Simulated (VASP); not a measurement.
# Bi3SbO3 (P3m1) in VASP: further runs

The runs below take Bi3SbO3 through relaxation of cell and atoms, with PBE.

Program: VASP 6.6.1. These are calculated values, not measurements. Logs are shortened: lines on timing, memory, paths and dates and some standing lists are left out, and cuts for length are marked.

## (1) The crystal as given

Symmetry: P3m1, No. 156, trigonal system. Conventional cell: a = 4.000 Å, b = 4.000 Å, c = 10.800 Å, α = 90.00°, β = 90.00°, γ = 120.00°. Sb (site symmetry 3m) has 4 Bi at 2.95 to 2.98 Å and 3 O at 3.27 Å as nearest neighbours. Around Bi (site symmetry 3m) lie 6 O at 2.40 to 2.75 Å. Bi (site symmetry 3m) is surrounded by 6 O at 2.40 to 2.75 Å. Bi (site symmetry 3m) is surrounded by 3 Sb at 2.95 Å and 3 O at 3.27 Å. O (site symmetry 3m) has 3 Bi at 2.40 Å as nearest neighbours. O (site symmetry 3m) has 3 Bi at 2.40 Å as nearest neighbours. Around O (site symmetry 3m) lie 6 Bi at 2.75 Å.

The cell was built by a generator and needn't be a form met in nature.

## (2) Relaxation of cell and atoms, PBE

The input, INCAR:

```
SYSTEM = Bi3SbO3
PREC     = Normal         ! precision mode
ENCUT    = 520            ! plane-wave cutoff, eV
EDIFF    = 1E-4           ! SCF threshold, eV
ISMEAR   = 0              ! smearing method
SIGMA    = 0.15           ! smearing width, eV
LREAL    = .False.        ! projectors in reciprocal space
LASPH    = .True.         ! aspherical terms in the spheres
NELM     = 60             ! most SCF steps
ALGO     = Fast           ! electronic algorithm
ISIF     = 3              ! what is computed and relaxed
LWAVE    = .False.        ! write WAVECAR
LCHARG   = .False.        ! write CHGCAR
GGA      = PE             ! functional
IBRION   = 2              ! ionic algorithm
NSW      = 24             ! ionic steps
EDIFFG   = -0.08          ! ionic threshold
```

The input, KPOINTS:

```
regular mesh
0
Gamma
  4 4 2
  0 0 0
```

The input, POSCAR:

```
Bi3SbO3
1.0
    4.0000000000      0.0000000000      0.0000000000
   -2.0000000000      3.4641016200      0.0000000000
    0.0000000000      0.0000000000     10.8000000000
Sb Bi O
1 3 3
Direct
    0.0000000000      0.0000000000      0.5850000000
    0.0000000000      0.0000000000      0.8610000000
    0.6666666700      0.3333333300      0.1390000000
    0.3333333300      0.6666666700      0.4150000000
    0.6666666700      0.3333333300      0.7990000000
    0.0000000000      0.0000000000      0.2010000000
    0.3333333300      0.6666666700      0.0000000000
```

Potentials or basis: VASP PAW PBE potentials, release 64 (Sb, Bi_d, O).

Command:

```sh
> cat potpaw_PBE.64/Sb/POTCAR potpaw_PBE.64/Bi_d/POTCAR potpaw_PBE.64/O/POTCAR > POTCAR
> mpirun -np 1 vasp_std > vasp.out
```

OUTCAR:

```text
SYSTEM = Bi3SbO3
   PREC = Normal
   ENCUT = 520
   EDIFF = 1E-4
   ISMEAR = 0
   LREAL = .False.
   LASPH = .True.
   NELM = 60
   ISIF = 3
   GGA = PE
   IBRION = 2
   NSW = 24
   EDIFFG = -0.08

 ion  position               nearest neighbor table
   1  0.000  0.000  0.585-   4 2.95   4 2.95   4 2.95   2 2.98
   2  0.000  0.000  0.861-   5 2.40   5 2.40   5 2.40   7 2.75   7 2.75   7 2.75   1 2.98   3 3.79
                             3 3.79   3 3.79
   3  0.667  0.333  0.139-   6 2.40   6 2.40   6 2.40   7 2.75   7 2.75   7 2.75   4 3.77   4 3.77
                             4 3.77   2 3.79   2 3.79   2 3.79
   4  0.333  0.667  0.415-   1 2.95   1 2.95   1 2.95   3 3.77   3 3.77   3 3.77
   5  0.667  0.333  0.799-   2 2.40   2 2.40   2 2.40
   6  0.000  0.000  0.201-   3 2.40   3 2.40   3 2.40
   7  0.333  0.667  0.000-   2 2.75   3 2.75   3 2.75   2 2.75   2 2.75   3 2.75

  LATTYP: Found a hexagonal cell.
 ALAT       =     4.0000000000
 C/A-ratio  =     2.7000000000

  Lattice vectors:

 A1 = (   4.0000000000,   0.0000000000,   0.0000000000)
 A2 = (  -2.0000000000,   3.4641016200,   0.0000000000)
 A3 = (   0.0000000000,   0.0000000000,  10.8000000000)

Analysis of symmetry for initial positions (statically):
=====================================================================
 Subroutine PRICEL returns:
 Original cell was already a primitive cell.

 Routine SETGRP: Setting up the symmetry group for a
 hexagonal supercell.

 Subroutine GETGRP returns: Found  6 space group operations
 (whereof  6 operations were pure point group operations)
 out of a pool of 24 trial point group operations.

The static configuration has the point symmetry C_3v.

Analysis of symmetry for dynamics (positions and initial velocities):
=====================================================================
 Subroutine PRICEL returns:
 Original cell was already a primitive cell.

 Routine SETGRP: Setting up the symmetry group for a
 hexagonal supercell.

 Subroutine GETGRP returns: Found  6 space group operations
 (whereof  6 operations were pure point group operations)
 out of a pool of 24 trial point group operations.

The dynamic configuration has the point symmetry C_3v.

 Subroutine INISYM returns: Found  6 space group operations
 (whereof  6 operations are pure point group operations),
 and found     1 'primitive' translations

----------------------------------------------------------------------------------------
[... 91 lines left out ...]
   NFREE  =      1    steps in history (QN), initial steepest desc. (CG)
   ISIF   =      3    stress and relaxation
   ISYM   =      2    0-nonsym 1-usesym 2-fastsym
   POTIM  = 0.5000    time-step for ionic-motion
   TEBEG  =    0.0;   TEEND  =   0.0 temperature during run
   PSTRESS=    0.0 pullay stress
   NELECT =      68.0000    total number of electrons
   NUPDOWN=      -1.0000    fix difference up-down
   EMIN   =  10.00;   EMAX   =-10.00  energy-range for DOS
   EFERMI =   0.00;   METHOD = LEGACY
   ISMEAR =     0;   SIGMA  =   0.15  broadening in eV -4-tet -1-fermi 0-gaus
   EFERMI_NEDOS =   21; number of points for ismear=-14 and -15
   IALGO  =     68    algorithm
   IMIX   =      4    mixing-type and parameters
     AMIX     =   0.40;   BMIX     =  1.00
     AMIX_MAG =   1.60;   BMIX_MAG =  1.00
  volume/ion in A,a.u.               =      21.38       144.27
  Fermi-wavevector in a.u.,A,eV,Ry     =   1.258596  2.378402 21.552497  1.584064
  Thomas-Fermi vector in A             =   2.392198
   LORBIT       =      0    0 simple, 1 ext, 2 COOP (PROOUT), +10 PAW based schemes
   GGA     = PE    functional components
   LHFCALC =     F    Hartree Fock is set to
   AEXX    =    0.0000 exact exchange contribution
   IVDW    =     0    specifies the selected vdW correction
   LEPSILON=     F    determine dielectric tensor
   LRPA    =     F    only Hartree local field effects (RPA)
 conjugate gradient relaxation of ions
 non-spin polarized calculation
 RMM-DIIS sequential band-by-band and
 Gauss-broadening in eV      SIGMA  =   0.15
  energy-cutoff  :      520.00
  volume of cell :      149.65
 maximum number of plane-waves:      4060
   NGX = 15   NGY = 15   NGZ = 41

--------------------------------------- Ionic step        1  -------------------------------------------

 number of electron      67.9999991 magnetization

 Free energy of the ion-electron system (eV)
  ---------------------------------------------------
  ext. energy  EPLUGINS =         0.00000000
  ---------------------------------------------------
  free energy    TOTEN  =       -34.52993211 eV

  energy without entropy =      -34.51998535  energy(sigma->0) =      -34.52495873

------------------------ aborting loop because EDIFF is reached ----------------------------------------

  FORCE on cell =-STRESS in cart. coord.  units (eV):
  Direction    XX          YY          ZZ          XY          YZ          ZX
  --------------------------------------------------------------------------------------
  -------------------------------------------------------------------------------------
  Total       -4.8107208     -4.8107208      1.4769726     -0.0000000     -0.0000000      0.0000000
  in kB      -51.5046411    -51.5046413     15.8127956     -0.0000000     -0.0000000      0.0000000
  external PRESSURE =     -29.0654956 kB  Pullay stress =       0.0000000 kB
[... 104 lines left out ...]
  FREE ENERGIE OF THE ION-ELECTRON SYSTEM (eV)
  ---------------------------------------------------
  free  energy   TOTEN  =       -34.7516104044 eV

  energy  without entropy=      -34.7478646439  energy(sigma->0) =      -34.74973752

[... ionic steps 4 to 11 ...]

--------------------------------------- Ionic step       12  -------------------------------------------

 number of electron      68.0000036 magnetization

------------------------ aborting loop because EDIFF is reached ----------------------------------------
[... 77 lines left out ...]
--------------------------------------- Ionic step       14  -------------------------------------------

 number of electron      68.0000022 magnetization

 Free energy of the ion-electron system (eV)
  ---------------------------------------------------
  ext. energy  EPLUGINS =         0.00000000
  ---------------------------------------------------
  free energy    TOTEN  =       -34.96414407 eV

  energy without entropy =      -34.95647107  energy(sigma->0) =      -34.96030757

 E-fermi :   6.9215     XC(G=0): -10.1197

 val. band max:        6.8175392923   @ k =   0.5000   0.0000   0.5000
 cond. band min:       6.9229737916   @ k =   0.0000   0.0000   0.0000
 fundamental gap:      0.1054344993
 Fermi energy:         6.9214519478

 k-point     1 :       0.0000    0.0000    0.0000
  band No.  band energies     occupation
      1     -16.5699      2.00000
      2     -16.5618      2.00000
      3     -16.4870      2.00000
      4     -16.4870      2.00000
      5     -16.4644      2.00000
      6     -16.4644      2.00000
[... 367 lines left out ...]
  FREE ENERGIE OF THE ION-ELECTRON SYSTEM (eV)
  ---------------------------------------------------
  free  energy   TOTEN  =       -34.9641440684 eV

  energy  without entropy=      -34.9564710737  energy(sigma->0) =      -34.96030757

 reached required accuracy - stopping structural energy minimisation
```

OSZICAR:

```text
N       E                     dE             d eps       ncg     rms          rms(c)
DAV:   1     0.839263967495E+03    0.83926E+03   -0.33820E+04   640   0.195E+03
DAV:   2     0.869441875752E+02   -0.75232E+03   -0.73588E+03   672   0.541E+02
DAV:   3    -0.346119217646E+02   -0.12156E+03   -0.11862E+03   800   0.219E+02
[... 107 lines left out ...]
DAV:   1    -0.349804865687E+02   -0.18362E-01   -0.11265E+00   712   0.775E+00    0.744E-01
RMM:   2    -0.349679767902E+02    0.12510E-01   -0.34593E-02   697   0.148E+00    0.364E-01
RMM:   3    -0.349639559470E+02    0.40208E-02   -0.13844E-02   769   0.913E-01    0.104E-01
RMM:   4    -0.349640851945E+02   -0.12925E-03   -0.46147E-03   822   0.423E-01    0.368E-02
RMM:   5    -0.349641440684E+02   -0.58874E-04   -0.84636E-04   638   0.193E-01
  14 F= -.34964144E+02 E0= -.34960308E+02  d E =-.202565E-02
```

CONTCAR:

```text
Bi3SbO3
   1.00000000000000
     3.8064500868339493   -0.0000000000000000    0.0000000000000000
    -1.9032250434169746    3.2964824775883756   -0.0000000000000000
    -0.0000000000000000    0.0000000000000000   11.7496590722284378
  Sb              Bi              O
     1     3     3
Direct
     0.0000000000000000    0.0000000000000000    0.5802689280780972
     0.0000000000000000    0.0000000000000000    0.8678437279961712
     0.6666666699999979    0.3333333300000021    0.1258380325696616
     0.3333333300000021    0.6666666699999979    0.4166315633961553
     0.6666666699999979    0.3333333300000021    0.7993900137392188
     0.0000000000000000    0.0000000000000000    0.2059672198789405
     0.3333333300000021    0.6666666699999979    0.0040605143417554

  0.00000000E+00  0.00000000E+00  0.00000000E+00
  0.00000000E+00  0.00000000E+00  0.00000000E+00
  0.00000000E+00  0.00000000E+00  0.00000000E+00
  0.00000000E+00  0.00000000E+00  0.00000000E+00
  0.00000000E+00  0.00000000E+00  0.00000000E+00
  0.00000000E+00  0.00000000E+00  0.00000000E+00
  0.00000000E+00  0.00000000E+00  0.00000000E+00
```

Run time: 2 min. Hardware: 1 thread of Intel Xeon 6975P-C (Granite Rapids), shared host; peak memory 0.21 GiB.

Results:

```
Free energy                            : -34.9641 eV
Relaxed volume                         : 21.06 Å³/atom
Relaxed cell                           : a = 3.806 Å, b = 3.806 Å, c = 11.750 Å, α = 90.00°, β = 90.00°, γ = 120.00°
Space group after relaxing (to 0.05 Å) : P3m1 (No. 156)
Energy gained by relaxing              : 62.0 meV/atom
Ionic steps                            : 14
Pressure after relaxing                : 0.3 GPa
Largest force after relaxing           : 0.037 eV/Å
Band gap on the k mesh                 : none (metal or under the smearing width)
```

Forces on the atoms (eV/Å):
```
Sb   0.000  0.000  0.017
Bi   0.000  0.000  0.023
Bi   0.000  0.000 -0.026
Bi   0.000  0.000  0.009
O    0.000  0.000  0.010
O    0.000  0.000  0.003
O    0.000  0.000 -0.037
```

Stress tensor (GPa, compression positive):
```
0.25 0.00 0.00
0.00 0.25 0.00
0.00 0.00 0.36
```

Step by step:
```tsv
step	energy change (eV)	largest force (eV/Å)	pressure (GPa)	volume (Å³)
1	0.0000	0.9210	-2.91	149.65
2	-0.2215	0.7495	2.80	141.31
3	-0.2217	0.8180	2.78	141.47
4	-0.3887	0.2354	1.28	143.81
5	-0.4010	0.3456	0.91	144.56
6	-0.4011	0.3687	0.73	144.66
7	-0.4215	0.1922	-0.22	146.94
8	-0.4247	0.1691	-0.45	148.08
9	-0.4178	0.1698	-1.51	150.37
10	-0.4247	0.1726	-0.92	148.58
11	-0.4319	0.2183	0.00	147.89
12	-0.4322	0.1245	-0.07	148.03
13	-0.4322	0.2046	-0.19	147.99
14	-0.4342	0.0368	0.29	147.43
```

Final structure:
```yaml
crystal:
  lattice:
    - [3.80645, 0.00000, 0.00000]
    - [-1.90323, 3.29648, 0.00000]
    - [0.00000, 0.00000, 11.74966]
  atoms:
    - { symbol: Sb, position: [0.00000, 0.00000, 0.58027] }
    - { symbol: Bi, position: [0.00000, 0.00000, 0.86784] }
    - { symbol: Bi, position: [0.66667, 0.33333, 0.12584] }
    - { symbol: Bi, position: [0.33333, 0.66667, 0.41663] }
    - { symbol: O, position: [0.66667, 0.33333, 0.79939] }
    - { symbol: O, position: [0.00000, 0.00000, 0.20597] }
    - { symbol: O, position: [0.33333, 0.66667, 0.00406] }
```

Levels at points of the mesh, in eV from the Fermi level:
| k point | band 31 | band 32 | band 33 | band 34 | band 35 | band 36 | band 37 | band 38 |
| --- | --- | --- | --- | --- | --- | --- | --- | --- |
| (0.00, 0.00, 0.00) | -2.19 | -0.80 | 0.00 | 0.93 | 0.93 | 1.97 | 2.92 | 2.92 |
| (0.50, 0.00, 0.00) | -2.60 | -2.24 | -1.15 | -1.12 | 0.46 | 0.95 | 2.00 | 2.90 |
| (0.00, 0.00, 0.50) | -2.19 | -0.60 | -0.55 | 0.93 | 0.93 | 2.99 | 3.06 | 3.06 |
| (0.50, 0.00, 0.50) | -2.34 | -2.01 | -1.29 | -1.16 | -0.10 | 1.72 | 1.91 | 2.56 |

Caveat: the k mesh is coarse (spacing up to 0.45 Å⁻¹), so the values aren't converged; spin-orbit coupling is left out, which moves the levels of the heavy elements; the relaxation stopped at a loose force limit of 0.08 eV/Å, so its end isn't a converged minimum.

## (3) Relaxation of cell and atoms, PBE

This run uses another cell than the first one, of 23.06 Å³/atom, 1.079 times its volume.

INCAR is that of step 2.

The input, KPOINTS:

```
regular mesh
0
Gamma
  3 3 2
  0 0 0
```

The input, POSCAR:

```
Bi3SbO3
1.0
    3.3652626200     -3.6003205100      0.0000000000
    3.3652626200      3.6003205100      0.0000000000
    0.0000000000      0.0000000000      6.6612397800
Sb Bi O
1 3 3
Direct
    0.5000000000      0.5000000000      0.0000000000
    0.0000000000      0.5000000000      0.0000000000
    0.5000000000      0.0000000000      0.0000000000
    0.5000000000      0.5000000000      0.5000000000
    0.7600322100      0.7600322100      0.0000000000
    0.2399677900      0.2399677900      0.0000000000
    0.0000000000      0.0000000000      0.0000000000
```

Potentials or basis: VASP PAW PBE potentials, release 64 (Sb, Bi_d, O).

Command:

```sh
> cat potpaw_PBE.64/Sb/POTCAR potpaw_PBE.64/Bi_d/POTCAR potpaw_PBE.64/O/POTCAR > POTCAR
> mpirun -np 1 vasp_std > vasp.out
```

Wall time 7 min (1 thread of Intel Xeon 6975P-C (Granite Rapids), shared host); peak memory 0.22 GiB.

It converged, with:

- Free energy: -26.8243 eV
- Relaxed volume: 30.55 Å³/atom
- Relaxed cell: a = 6.121 Å, b = 6.121 Å, c = 5.752 Å, α = 90.00°, β = 90.00°, γ = 97.24°
- Space group after relaxing (to 0.05 Å): Cmmm (No. 65)
- Energy gained by relaxing: 3106.0 meV/atom
- Ionic steps: 20
- Pressure after relaxing: 0.1 GPa
- Largest force after relaxing: 0.067 eV/Å
- Band gap on the k mesh: none (metal or under the smearing width)

Forces in eV/Å, atoms in the order of the input:
```
Sb   0.000  0.000  0.000
Bi   0.000  0.000  0.000
Bi   0.000  0.000  0.000
Bi   0.000  0.000  0.000
O   -0.067  0.000  0.000
O    0.067  0.000  0.000
O    0.000  0.000  0.000
```

Stress tensor (GPa, compression positive):
```
 0.12  0.00  0.00
 0.00  0.14  0.00
 0.00  0.00 -0.09
```

Step by step:
```tsv
step	energy change (eV)	largest force (eV/Å)	pressure (GPa)	volume (Å³)
1	0.0000	9.1830	76.91	161.42
2	37.1750	4.2566	-25.72	518.14
3	49.3557	1.9146	-4.03	270.26
4	-19.2572	1.6799	-4.18	258.33
5	-20.5530	2.7356	0.38	240.35
6	-20.7582	2.5856	-0.03	242.26
7	-20.7522	2.5421	-0.63	244.04
8	-21.2616	0.6594	-2.64	244.34
9	-21.2930	0.3872	-3.02	244.29
10	-21.4610	0.1237	1.31	223.93
11	-21.4715	0.1870	0.48	227.68
12	-21.6667	0.2039	0.55	218.05
13	-21.7183	0.0799	1.43	208.12
14	-21.7268	0.0531	1.23	211.00
15	-21.7120	0.1947	-1.40	218.85
16	-21.7410	0.1098	-0.06	214.03
17	-21.7410	0.1109	-0.04	213.97
18	-21.7407	0.1040	0.11	213.66
19	-21.7410	0.1082	0.09	213.91
20	-21.7420	0.0666	0.06	213.82
```

Final structure:
```
CELL_PARAMETERS angstrom
4.04630 -4.59306 0.00000
4.04630 4.59306 0.00000
0.00000 0.00000 5.75249
ATOMIC_POSITIONS crystal
Sb 0.50000 0.50000 0.00000
Bi 0.00000 0.50000 0.00000
Bi 0.50000 0.00000 0.00000
Bi 0.50000 0.50000 0.50000
O 0.76733 0.76733 0.00000
O 0.23267 0.23267 0.00000
O 0.00000 0.00000 0.00000
```

Levels at points of the mesh, in eV from the Fermi level:
| k point | band 32 | band 33 | band 34 | band 35 | band 36 | band 37 |
| --- | --- | --- | --- | --- | --- | --- |
| (0.00, 0.00, 0.00) | -1.09 | -0.60 | 0.04 | 0.29 | 0.58 | 0.60 |
| (0.00, 0.00, 0.50) | -0.88 | -0.61 | -0.43 | -0.10 | 0.02 | 0.87 |

Caveat: the k mesh is coarse (spacing up to 0.47 Å⁻¹), so the values aren't converged; the volume moved by over 15 % at a fixed basis, so the end points are rough; spin-orbit coupling is left out, which moves the levels of the heavy elements; the relaxation stopped at a loose force limit of 0.08 eV/Å, so its end isn't a converged minimum.
